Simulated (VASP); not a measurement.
# BN: structure and properties in VASP, part 2 of 4

Wanted: the relaxed cell of BN and its properties. The start is a cell from a database of measured crystal structures.

VASP 6.6.1; PBE with D3(BJ); plane waves and PAW (B, N).

So far, gap on the k-mesh (eV): step 3 (relaxing cell and atoms (PBE + D3(BJ))) 5.38. The relaxed cell has a = 2.542, c = 4.205 Å (conventional setting).

The database entry behind the starting cell has ideal inner coordinates that were not refined, so it need not match the best structure at ambient conditions.

### Step 4. Density, ELF and potential (PBE + D3(BJ))

The relaxed cell gets a fresh self-consistent run, on a basis set for its own volume, to fix the density and to check the remaining stress.

The input, INCAR:

```
SYSTEM = BN
PREC = Accurate
ENCUT = 520
EDIFF = 1E-06
NELM = 100
ISMEAR = 0
SIGMA = 0.05
LREAL = .FALSE.
ALGO = Normal
GGA = PE
IVDW = 12
NBANDS = 14
LORBIT = 11
LWAVE = .FALSE.
LCHARG = .TRUE.
ISIF = 2
LELF = .TRUE.
LVHAR = .TRUE.
```

The input, POSCAR:

```
BN
1.0
    2.5424592805      0.0000000000      0.0000000000
   -1.2712296403      2.2018343250      0.0000000000
    0.0000000000      0.0000000000      4.2045635586
B N
2 2
Direct
    0.6666666667      0.3333333333      0.0002552075
    0.3333333333      0.6666666667      0.5002552075
    0.6666666667      0.3333333333      0.3747447925
    0.3333333333      0.6666666667      0.8747447925
```

The input, KPOINTS:

```
Automatic mesh
0
Gamma
10 10 5
0 0 0
```

PAW data sets: B and N (PBE family, release 64).

On the command line:

```console
> mpirun -np 4 vasp_std
```

The program printed:

```text
[banner, memory and clock lines left out]
running    4 mpi-ranks, on    1 nodes
 distrk:  each k-point on    4 cores,    1 groups
 distr:  one band on    1 cores,    4 groups

 POSCAR found type information on POSCAR B N
 POSCAR found :  2 types and       4 ions
 LDA part: xc-table for (Slater+PW92), standard interpolation
|                                                                             |
|           W    W    AA    RRRRR   N    N  II  N    N   GGGG   !!!           |
|           W    W   A  A   R    R  NN   N  II  NN   N  G    G  !!!           |
|           W    W  A    A  R    R  N N  N  II  N N  N  G       !!!           |
|           W WW W  AAAAAA  RRRRR   N  N N  II  N  N N  G  GGG   !            |
|           WW  WW  A    A  R   R   N   NN  II  N   NN  G    G                |
|           W    W  A    A  R    R  N    N  II  N    N   GGGG   !!!           |
|                                                                             |
|     The number of bands has been changed from the values supplied in        |
|     The orbitals not found in the WAVECAR file will be initialized with     |
|     random numbers, which is usually adequate. For correlated               |
|     calculations, however, you should redo the groundstate calculation.     |
|     I found NBANDS = 14. Now, NBANDS = 16.                                  |
|                                                                             |

 POSCAR, INCAR and KPOINTS ok, starting setup
 FFT: planning ... GRIDC
 FFT: planning ... GRID_SOFT
 FFT: planning ... GRID
 WAVECAR not read
 entering main loop
       N       E                     dE             d eps       ncg     rms          rms(c)
DAV:   1     0.379455542224E+02    0.37946E+02   -0.82281E+03  1344   0.966E+02
DAV:   2    -0.345088543452E+02   -0.72454E+02   -0.67216E+02  2000   0.229E+02
DAV:   3    -0.367771011353E+02   -0.22682E+01   -0.22632E+01  1488   0.371E+01
DAV:   4    -0.367824037186E+02   -0.53026E-02   -0.53022E-02  1664   0.206E+00
DAV:   5    -0.367824181939E+02   -0.14475E-04   -0.14475E-04  1464   0.987E-02    0.952E+00
DAV:   6    -0.349942405826E+02    0.17882E+01   -0.22355E+00  1712   0.136E+01    0.453E+00
DAV:   7    -0.348546782460E+02    0.13956E+00   -0.32569E-01  1712   0.459E+00    0.276E+00
DAV:   8    -0.348268826678E+02    0.27796E-01   -0.53478E-02  1584   0.189E+00    0.259E-01
DAV:   9    -0.348256759943E+02    0.12067E-02   -0.19126E-03  1592   0.522E-01    0.136E-01
DAV:  10    -0.348259491367E+02   -0.27314E-03   -0.47901E-04  1600   0.171E-01    0.253E-02
DAV:  11    -0.348259560284E+02   -0.68918E-05   -0.32276E-05  1688   0.552E-02    0.149E-02
DAV:  12    -0.348259569515E+02   -0.92309E-06   -0.56741E-06  1616   0.237E-02
   1 F= -.35665851E+02 E0= -.35665851E+02  d E =-.218278E-15
```

Elapsed: 3.4 s, on 4 MPI ranks of Intel Xeon 6975P-C (Granite Rapids), shared host; peak memory 0.47 GiB; 11 s of CPU time.

Parts of OUTCAR (step 4):

```text
  LATTYP: Found a hexagonal cell.
 ALAT       =     2.5424592805
 C/A-ratio  =     1.6537387996

 Found     42 irreducible k-points:

   k-points           NKPTS =     42   k-points in BZ     NKDIM =     42   number of bands    NBANDS=     16

   ENCUT  =  520.0 eV  38.22 Ry    6.18 a.u.   4.73  4.73  7.82*2*pi/ulx,y,z

   NELECT =      16.0000    total number of electrons

 E-fermi :   7.8694

 k-point     1 :       0.0000    0.0000    0.0000
  band No.  band energies     occupation
    ...
      4       5.4748      2.00000
      5       5.4748      2.00000
      6       7.3333      2.00000
      7       7.6097      2.00000
      8       7.6097      2.00000
      9      15.9968      0.00000
     10      15.9968      0.00000
     11      16.2466      0.00000
     12      17.1870      0.00000
     13      18.4488      0.00000
    ...

 k-point     2 :       0.1000   -0.0000    0.0000
  band No.  band energies     occupation
    ...
      4       4.5017      2.00000
      5       5.0775      2.00000
      6       6.8014      2.00000
      7       7.1183      2.00000
      8       7.3830      2.00000
      9      15.6790      0.00000
     10      16.4246      0.00000
     11      16.5756      0.00000
     12      17.8695      0.00000
     13      19.0622      0.00000
    ...

 Edisp (eV)   -0.83989

  Total      -0.00684    -0.00684    -0.00817     0.00000     0.00000     0.00000
  in kB      -0.46592    -0.46592    -0.55636     0.00000     0.00000     0.00000
  external pressure =       -0.50 kB  Pullay stress =        0.00 kB

  energy-cutoff  :      520.00
  volume of cell :       23.54
      direct lattice vectors                 reciprocal lattice vectors
     2.542459281  0.000000000  0.000000000     0.393319967  0.227083389  0.000000000
    -1.271229640  2.201834325  0.000000000     0.000000000  0.454166778  0.000000000
     0.000000000  0.000000000  4.204563559     0.000000000  0.000000000  0.237836814

 POSITION                                       TOTAL-FORCE (eV/Angst)
 -----------------------------------------------------------------------------------
      1.27123      0.73394      0.00107         0.000000     -0.000000     -0.000744
     -0.00000      1.46789      2.10335        -0.000000      0.000000     -0.000744
      1.27123      0.73394      1.57564        -0.000000     -0.000000      0.000744
     -0.00000      1.46789      3.67792         0.000000     -0.000000      0.000744
 -----------------------------------------------------------------------------------
    total drift:                               -0.000000     -0.000000     -0.000432

  FREE ENERGIE OF THE ION-ELECTRON SYSTEM (eV)
  ---------------------------------------------------
  free  energy   TOTEN  =       -35.6658514446 eV

  energy  without entropy=      -35.6658514446  energy(sigma->0) =      -35.66585144

 total charge
# of ion       s       p       d       tot
------------------------------------------
    1        0.678   1.364   0.000   2.042
    2        0.678   1.364   0.000   2.042
    3        1.216   2.767   0.000   3.983
    4        1.216   2.767   0.000   3.983
--------------------------------------------------
tot          3.788   8.261   0.000  12.049

[... 4 parts as in an earlier step ...]

[... 6 further parts left out ...]
```

This step gave:

| Quantity | Value |
| --- | --- |
| SCF cycles | 12 |
| bands | 16 |
| Fermi energy | 7.869 eV |
| pressure | -0.04961 GPa |

Valence electrons inside each PAW sphere by angular momentum. Sphere charges, by row:

| atom | s (e) | p (e) | d (e) | tot (e) |
| --- | --- | --- | --- | --- |
| B1 | 0.678 | 1.364 | 0 | 2.042 |
| B2 | 0.678 | 1.364 | 0 | 2.042 |
| N3 | 1.216 | 2.767 | 0 | 3.983 |
| N4 | 1.216 | 2.767 | 0 | 3.983 |

ELF in the ac plane at fractional y = 0.333, with atoms of B and N within 0.2 Å of it. It is the smooth field of the valence electrons, not physical close to the nuclei.

Ten even steps from '0' (0.02) to '9' (0.92):
```
8777886300158
8777887411368
7777776422357
6666654322345
5566542111123
3455321000001
2343210000001
1232211111111
2222233444433
5322467777776
7433688877888
8534799865799
8534798622589
7423788511478
6312578644678
5201468888887
3100258999986
2000147999975
1000135789863
2222233444433
5444553100024
7666775100036
```
Columns run along a (2.5 Å), rows up along c (4.2 Å). Atoms in or near the plane, at fractional coordinates: B at (0.67, 0.00), N at (0.67, 0.37).

Electrostatic potential energy in the ac plane at fractional y = 0.333, with atoms of B and N within 0.2 Å of it. With pseudopotentials it is smooth inside the atoms' cores, unlike the true potential.

Ten even steps from '0' (-49 eV) to '9' (1 eV):
```
8898874489536
8888885333347
8888888644578
9988999888899
9999999999999
9999999999999
9999999999999
9999999999999
9888899999999
8877899988999
8777888633588
8877886100048
8888883011017
9999982023017
9999984000028
9999997300269
9999999766789
9999999877889
9999998644579
9999985334347
9999974489536
8999973599735
```
Columns run along a (2.5 Å; values clipped at the 3rd and 97th percentile), rows up along c (4.2 Å). Atoms in or near the plane, at fractional coordinates: B at (0.67, 0.00), N at (0.67, 0.37).

Valence density in the ac plane at fractional y = 0.333, with atoms of B and N within 0.2 Å of it. It is the smooth field of the valence electrons, not physical close to the nuclei.

Ten even steps from '_' (0.1 e/Å³) to '@' (3.8 e/Å³):
```
..................__......
::::::::::::..............
..::::::..................
............____________..
__......__________________
__________________________
__________________________
__________________________
__________________________
__________......::::......
....____....::--======--::
....__....::==**%%%%##++--
::..__....--++%%@@@@@@**--
..______..::++%%@@@@@@**--
..______..::==##@@@@%%++::
__________..--++####**--..
____________..--====--::..
____________..::----::..__
____________....::::::..__
____________............__
__________........__......
................____......
```
Columns run along a (2.5 Å), rows up along c (4.2 Å). Atoms in or near the plane, at fractional coordinates: B at (0.67, 0.00), N at (0.67, 0.37).

In this run the pressure is -0.05 GPa, small enough to go on; single stress components reach 0.06 GPa.

### Step 5. Bands along the symmetry lines (PBE + D3(BJ))

Levels along the symmetry lines show where the bands peak and cross; KPOINTS_OPT computes them in the converged potential.

The input, INCAR:

```
SYSTEM = BN
PREC = Accurate
ENCUT = 520
EDIFF = 1E-06
NELM = 100
ISMEAR = 0
SIGMA = 0.05
LREAL = .FALSE.
ALGO = Normal
GGA = PE
IVDW = 12
NBANDS = 22
LORBIT = 11
LWAVE = .FALSE.
LCHARG = .FALSE.
KPAR = 4
```

POSCAR is that of step 4.

KPOINTS is that of step 4.

The input, KPOINTS_OPT:

```
Line mode
16
Line-mode
Reciprocal
  0.00000000   0.00000000   0.00000000 GAMMA
  0.50000000   0.00000000   0.00000000 M

  0.50000000   0.00000000   0.00000000 M
  0.33333333   0.33333333   0.00000000 K

  0.33333333   0.33333333   0.00000000 K
  0.00000000   0.00000000   0.00000000 GAMMA

  0.00000000   0.00000000   0.00000000 GAMMA
  0.00000000   0.00000000   0.50000000 A

  0.00000000   0.00000000   0.50000000 A
  0.50000000   0.00000000   0.50000000 L

  0.50000000   0.00000000   0.50000000 L
  0.33333333   0.33333333   0.50000000 H

  0.33333333   0.33333333   0.50000000 H
  0.00000000   0.00000000   0.50000000 A

  0.50000000   0.00000000   0.50000000 L
  0.50000000   0.00000000   0.00000000 M

  0.33333333   0.33333333   0.00000000 K
  0.33333333   0.33333333   0.50000000 H
```

On the command line:

```console
> mpirun -np 4 vasp_std
```

The program printed:

```text
[... set-up lines as in an earlier step ...]
 entering main loop
       N       E                     dE             d eps       ncg     rms          rms(c)
DAV:   1     0.393539747871E+02    0.39354E+02   -0.77310E+03  1856   0.707E+02
DAV:   2    -0.347868181084E+02   -0.74141E+02   -0.70051E+02  2304   0.196E+02
DAV:   3    -0.367787698841E+02   -0.19920E+01   -0.19771E+01  2226   0.271E+01
DAV:   4    -0.367824140320E+02   -0.36441E-02   -0.36440E-02  1974   0.129E+00
DAV:   5    -0.367824182491E+02   -0.42171E-05   -0.42171E-05  2214   0.426E-02    0.952E+00
DAV:   6    -0.349959059910E+02    0.17865E+01   -0.13003E+00  1962   0.992E+00    0.454E+00
DAV:   7    -0.348536426852E+02    0.14226E+00   -0.27996E-01  2156   0.348E+00    0.277E+00
DAV:   8    -0.348262436612E+02    0.27399E-01   -0.40850E-02  2154   0.138E+00    0.249E-01
DAV:   9    -0.348256840156E+02    0.55965E-03   -0.10741E-03  1950   0.345E-01    0.142E-01
DAV:  10    -0.348259469983E+02   -0.26298E-03   -0.30241E-04  1944   0.121E-01    0.204E-02
DAV:  11    -0.348259566637E+02   -0.96653E-05   -0.11951E-05  2156   0.311E-02    0.163E-02
DAV:  12    -0.348259569922E+02   -0.32854E-06   -0.28359E-06  2012   0.147E-02
   1 F= -.35665851E+02 E0= -.35665851E+02  d E =-.241938E-25
 Start KPOINTS_OPT (optional k-point list driver)
k-point batch [1-42\144]
       N       E                     dE             ncg
DAV:   1     0.272187866523E+04   -0.23276E+05     1856
DAV:   2    -0.274227673764E+03   -0.29961E+04     2320
DAV:   3    -0.354872719928E+03   -0.80645E+02     2174
DAV:   4    -0.355001897667E+03   -0.12918E+00     2030
DAV:   5    -0.355002026616E+03   -0.12895E-03     2220
DAV:   6    -0.355002026813E+03   -0.19636E-06     1688
[...]
k-point batch [127-144\144]
       N       E                     dE             ncg
DAV:   1     0.155234211626E+05   -0.14438E+05      792
DAV:   2     0.143054612630E+05   -0.12180E+04      960
DAV:   3     0.142771942695E+05   -0.28267E+02      906
DAV:   4     0.142771516908E+05   -0.42579E-01      858
DAV:   5     0.142771516477E+05   -0.43118E-04      912
DAV:   6     0.142771516476E+05   -0.66673E-07      738
```

The job ended after 7.2 s (4 MPI ranks; peak memory 0.6 GiB; 26 s of CPU time).

From OUTCAR (step 5):

```text
   k-points           NKPTS =     42   k-points in BZ     NKDIM =     42   number of bands    NBANDS=     22

   NELECT =      16.0000    total number of electrons

 E-fermi :   7.9629

 k-point     2 :       0.1000   -0.0000    0.0000
  band No.  band energies     occupation
    ...
      4       4.5017      2.00000
      5       5.0775      2.00000
      6       6.8014      2.00000
      7       7.1184      2.00000
      8       7.3830      2.00000
      9      15.6790      0.00000
     10      16.4246      0.00000
     11      16.5756      0.00000
     12      17.8695      0.00000
     13      19.0622      0.00000
    ...

 Edisp (eV)   -0.83989

  Total      -0.00690    -0.00690    -0.00827     0.00000     0.00000     0.00000
  in kB      -0.46943    -0.46943    -0.56303     0.00000     0.00000     0.00000
  external pressure =       -0.50 kB  Pullay stress =        0.00 kB

 POSITION                                       TOTAL-FORCE (eV/Angst)
 -----------------------------------------------------------------------------------
      1.27123      0.73394      0.00107         0.000000     -0.000000     -0.000770
     -0.00000      1.46789      2.10335        -0.000000      0.000000     -0.000770
      1.27123      0.73394      1.57564         0.000000     -0.000000      0.000770
     -0.00000      1.46789      3.67792        -0.000000     -0.000000      0.000770
 -----------------------------------------------------------------------------------
    total drift:                               -0.000000     -0.000000     -0.000410

  FREE ENERGIE OF THE ION-ELECTRON SYSTEM (eV)
  ---------------------------------------------------
  free  energy   TOTEN  =       -35.6658514853 eV

  energy  without entropy=      -35.6658514853  energy(sigma->0) =      -35.66585149

[... 12 parts as in an earlier step ...]

[... 4 further parts left out ...]
```

This step gave:

- bands: 22
- Fermi energy: 7.963 eV
- pressure: -0.05006 GPa
- least gap on mesh and path: 5.18 eV
- least direct gap on mesh and path: 8.296 eV
- conduction bottom at k: 0.3333, 0.3333, 0

The electronic bands at the labelled points (eV, zero at the valence-band top; v1 is the highest filled band, c1 the lowest empty one):

| point | v4 | v3 | v2 | v1 | c1 | c2 | c3 | c4 |
| --- | --- | --- | --- | --- | --- | --- | --- | --- |
| Γ | -2.13 | -0.28 | 0.00 | 0.00 | 8.39 | 8.39 | 8.64 | 9.58 |
| 0.53 of the way | -4.13 | -3.97 | -1.82 | -1.26 | 7.24 | 9.35 | 10.22 | 11.10 |
| M | -6.94 | -5.01 | -4.44 | -2.12 | 6.73 | 7.98 | 10.62 | 11.53 |
| 0.53 of the way | -6.64 | -6.50 | -4.66 | -3.77 | 6.24 | 9.70 | 11.93 | 13.26 |
| K | -7.22 | -5.46 | -5.45 | -5.45 | 5.18 | 13.53 | 13.53 | 13.92 |
| 0.53 of the way | -5.32 | -3.35 | -1.94 | -1.77 | 8.58 | 8.78 | 10.18 | 11.52 |
| Γ | -2.13 | -0.28 | 0.00 | 0.00 | 8.39 | 8.39 | 8.64 | 9.58 |
| 0.47 of the way | -1.91 | -1.91 | -0.33 | -0.33 | 8.77 | 8.77 | 9.21 | 9.57 |
| A | -1.18 | -1.18 | -1.18 | -1.18 | 9.53 | 9.53 | 9.95 | 9.95 |
| 0.47 of the way | -4.02 | -4.02 | -2.55 | -2.55 | 8.09 | 8.09 | 11.35 | 11.35 |
| L | -3.78 | -3.78 | -3.59 | -3.59 | 6.61 | 6.61 | 10.07 | 10.07 |
| 0.47 of the way | -5.58 | -5.58 | -3.22 | -3.22 | 7.89 | 7.89 | 10.94 | 10.94 |
| H | -7.77 | -7.77 | -3.05 | -3.05 | 9.36 | 9.36 | 10.20 | 10.20 |
| 0.47 of the way | -4.51 | -4.51 | -3.57 | -3.57 | 8.83 | 8.83 | 10.93 | 10.93 |
| A | -1.18 | -1.18 | -1.18 | -1.18 | 9.53 | 9.53 | 9.95 | 9.95 |
| jump to L | -3.78 | -3.78 | -3.59 | -3.59 | 6.61 | 6.61 | 10.07 | 10.07 |
| 0.47 of the way | -5.36 | -4.63 | -3.45 | -2.75 | 6.77 | 6.87 | 10.96 | 11.60 |
| M | -6.94 | -5.01 | -4.44 | -2.12 | 6.73 | 7.98 | 10.62 | 11.53 |
| jump to K | -7.22 | -5.46 | -5.45 | -5.45 | 5.18 | 13.53 | 13.53 | 13.92 |
| 0.53 of the way | -8.32 | -6.38 | -3.96 | -3.96 | 6.95 | 10.78 | 10.78 | 13.01 |
| H | -7.77 | -7.77 | -3.05 | -3.05 | 9.36 | 9.36 | 10.20 | 10.20 |

Of the projections kept (B, N), the largest for each band there, as a share of the weight inside these atoms' spheres; weight between the spheres isn't counted:

| point | v4 | v3 | v2 | v1 | c1 | c2 | c3 | c4 |
| --- | --- | --- | --- | --- | --- | --- | --- | --- |
| Γ | N 0.71 | N 0.85 | N 0.87 | N 0.87 | B 0.95 | B 0.95 | B 0.84 | B 0.62 |
| M | N 0.56 | N 0.62 | N 0.62 | N 0.71 | B 0.79 | N 0.71 | B 0.78 | B 0.60 |
| K | N 0.55 | N 0.64 | N 0.59 | N 0.59 | B 0.71 | B 0.55 | B 0.55 | N 0.98 |
| Γ | N 0.71 | N 0.85 | N 0.87 | N 0.87 | B 0.95 | B 0.95 | B 0.84 | B 0.62 |
| A | N 0.76 | N 0.76 | N 0.76 | N 0.76 | B 0.69 | B 0.69 | B 0.83 | B 0.83 |
| L | N 0.65 | N 0.65 | N 0.68 | N 0.68 | B 0.63 | B 0.63 | B 0.78 | B 0.78 |

The path lowers the gap by 0.20 eV against the mesh alone, so a band edge lies off the mesh.

The path shows an indirect gap of 5.18 eV (valence top at Γ, conduction bottom at K). The least direct gap is 8.30 eV.

(Continued in part 3 of 4.)

[Lines on the potential files, build, host, timing and source positions are cut from VASP's logs without a mark.]

[Logs are printed without paths, hosts, clocks, repeated set-up lines and the standing remarks that a program may print on its own settings, such as how far it seeks lower states.]

[Hosts, paths, dates, database ids (printed as entryN), source tags and the programs' standing remarks are cut or masked in the printed files.]

[A measured line is paired with the nearest computed mode of its activity, which favours agreement.]

[In band tables of VASP the shares of atoms and orbitals are scaled to a sum of 1 inside the atoms' spheres.]
